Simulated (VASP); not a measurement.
Here is the system:

```yaml
crystal:
  lattice:
    - [0.00000, 2.73741, 2.73741]
    - [2.73741, 0.00000, 2.73741]
    - [2.73741, 2.73741, 0.00000]
  atoms:
    - { symbol: Si, position: [0.25000, 0.25000, 0.25000] }
    - { symbol: Si, position: [0.75000, 0.75000, 0.75000] }
    - { symbol: Ni, position: [0.00000, 0.00000, 0.00000] }
```

Level of theory: revPBE GGA, VASP's PBE PAW potentials (set 64) (plane waves; VASP). Run with 520 eV cut-off, 11×11×11 Γ-centred mesh, tetrahedra with Blöchl corrections, potentials Si Ni.

Question: Predict the energy per atom (σ→0), band gap (on the k-mesh) with the smallest direct gap where there is one.

Answer: 
- band gap (on the k-mesh): none (metal, semimetal or under 0.01 eV)
- energy per atom (σ→0): -529.5 kJ/mol of atoms

The absolute energy has meaning only against runs of the same code, potentials and settings.

The compound is NiSi2 in the fluorite structure. It was relaxed first. The run is not spin-polarised, so no magnetic state was tried.
